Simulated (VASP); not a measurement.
VASP runs on BAu (space group Pm-3m) share one base input (PBE GGA, plane waves, VASP's PBE PAW potentials (set 64)) and change the settings named in each case.

File KPOINTS:
```
Automatic mesh
0
Gamma
9 9 9
0 0 0
```

**INCAR**
```
ALGO = Normal
EDIFF = 1E-6
ENCUT = 400
GGA = PE
ISIF = 2
ISMEAR = -1
LASPH = .TRUE.
LCHARG = .FALSE.
LMAXMIX = 6
LREAL = .FALSE.
LWAVE = .FALSE.
NELM = 100
PREC = Accurate
SIGMA = 0.1
SYSTEM = BAu
```

### POSCAR
```
BAu
1
    2.9183260000     0.0000000000     0.0000000000
    0.0000000000     2.9183260000     0.0000000000
    0.0000000000     0.0000000000     2.9183260000
Au B
1 1
Direct
  0.0000000000   0.0000000000   0.0000000000
  0.5000000000   0.5000000000   0.5000000000
```

POTCAR, in this order: Au B (PBE.64 set). Program: vasp_std.

```csv
change,E(σ→0) (eV/atom),pressure (GPa),−TS (eV)
base run,-3.6407,1.13,-0.0277
GGA = PS,-4.2213,-5.73,-0.0290
"GGA_COMPAT = .FALSE., LNONCOLLINEAR = .TRUE., LSORBIT = .TRUE., MAGMOM = 0.0 0.0 0.0 0.0 0.0 0.0, program vasp_ncl",-3.8046,0.15,-0.0272
KPOINTS 6×6×6 Γ-centred mesh,-3.6336,0.36,-0.0248
```
 Energies of different potentials or functionals have different zeros.  Unless said otherwise, spin-orbit coupling is left out, though it shifts the bands of the heavy elements here. At 400 eV the pressure can carry a Pulay error.

Left out are runs that ran out of time, are held back, or changed the cell or the kind of run, fixed moments of cells without a moment, rows past the twelfth, gaps on odd meshes, pressures of charged cells and columns that move by less than the noise.

The structure was generated: BAu was put into an ordered model structure, which need not be its known phase. The cell was not relaxed at this level.
